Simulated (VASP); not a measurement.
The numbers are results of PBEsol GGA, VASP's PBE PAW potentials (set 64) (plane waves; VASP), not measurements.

The input files of a VASP run:

POSCAR:
```
NaCl
1
    0.0000000000     2.6777449179     2.6777449179
    2.6777449179    -0.0000000000     2.6777449179
    2.6777449179     2.6777449179     0.0000000000
Na Cl
1 1
Direct
  0.0000000000   0.0000000000   0.0000000000
  0.5000000000   0.5000000000   0.5000000000
```

KPOINTS:
```
K-points
0
G
9 9 9
0 0 0
```

INCAR:
```
# general
SYSTEM =NaCl
PREC   =Accurate
ENCUT  =500
LREAL  =F
LASPH  =T   # aspherical one-centre terms

# electronic loop
EDIFF  =1E-6   # SCF stop (eV)
NELM   =100
ALGO   =Normal

# smearing
ISMEAR =0   # Gaussian
SIGMA  =0.05

# functional
GGA    =PS   # PBEsol

# ions
IBRION =2
NSW    =40   # most ionic steps
ISIF   =3
EDIFFG =-0.02   # ionic stop
PSTRESS=50   # kbar

# output
LWAVE  =F
LCHARG =F
```

POTCAR, in this order: Na_pv Cl (PBE.64 set). Program: vasp_std.

Output of the run:

OSZICAR:
```
       N       E                     dE             d eps       ncg     rms          rms(c)
DAV:   1     0.946635573994E+02    0.94664E+02   -0.74299E+03   778   0.129E+03
DAV:   2     0.242812803095E+00   -0.94421E+02   -0.87376E+02   898   0.292E+02
DAV:   3    -0.692725909966E+01   -0.71701E+01   -0.71251E+01   932   0.790E+01
DAV:   4    -0.706915899200E+01   -0.14190E+00   -0.14178E+00   886   0.118E+01
DAV:   5    -0.707239214286E+01   -0.32332E-02   -0.32328E-02   973   0.180E+00    0.203E+00
DAV:   6    -0.693141698376E+01    0.14098E+00   -0.26363E-01   907   0.467E+00    0.149E+00
DAV:   7    -0.691957827582E+01    0.11839E-01   -0.67794E-02  1035   0.221E+00    0.954E-01
DAV:   8    -0.692193873397E+01   -0.23605E-02   -0.57189E-03   842   0.932E-01    0.217E-01
DAV:   9    -0.692188049238E+01    0.58242E-04   -0.15153E-04   942   0.132E-01    0.105E-01
DAV:  10    -0.692192248123E+01   -0.41989E-04   -0.11752E-04   857   0.113E-01    0.236E-02
DAV:  11    -0.692191901412E+01    0.34671E-05   -0.10736E-05   905   0.375E-02    0.499E-03
DAV:  12    -0.692191899841E+01    0.15719E-07   -0.57809E-07   666   0.873E-03
   1 F= -.57235322E+01 E0= -.57235322E+01  d E =-.572353E+01
```

OUTCAR:
```
------------------------ aborting loop because EDIFF is reached ----------------------------------------
  FORCE on cell =-STRESS in cart. coord.  units (eV):
  Direction    XX          YY          ZZ          XY          YZ          ZX
  --------------------------------------------------------------------------------------
  Total        1.1605764      1.1605764      1.1605764      0.0000000     -0.0000000      0.0000000
  in kB       48.4224436     48.4224436     48.4224436      0.0000000     -0.0000000      0.0000000
  external PRESSURE =      -1.5775564 kB  Pullay stress =      50.0000000 kB
  volume of cell :       38.40
      direct lattice vectors                 reciprocal lattice vectors
     0.000000000  2.677744918  2.677744918    -0.186724283  0.186724283  0.186724283
     2.677744918  0.000000000  2.677744918     0.186724283 -0.186724283  0.186724283
     2.677744918  2.677744918  0.000000000     0.186724283  0.186724283 -0.186724283
  FREE ENERGIE OF THE ION-ELECTRON SYSTEM (eV)
  ---------------------------------------------------
  free  energy   TOTEN  =        -6.9219189984 eV

  energy  without entropy=       -6.9219189984  energy(sigma->0) =       -6.92191900
  enthalpy is  TOTEN    =        -5.7235321650 eV   P V=        1.1983868334

 reached required accuracy - stopping structural energy minimisation
```
(Selected blocks of OUTCAR.)

The compound is NaCl in the rock salt structure. It was relaxed first under an external pressure of 5 GPa.
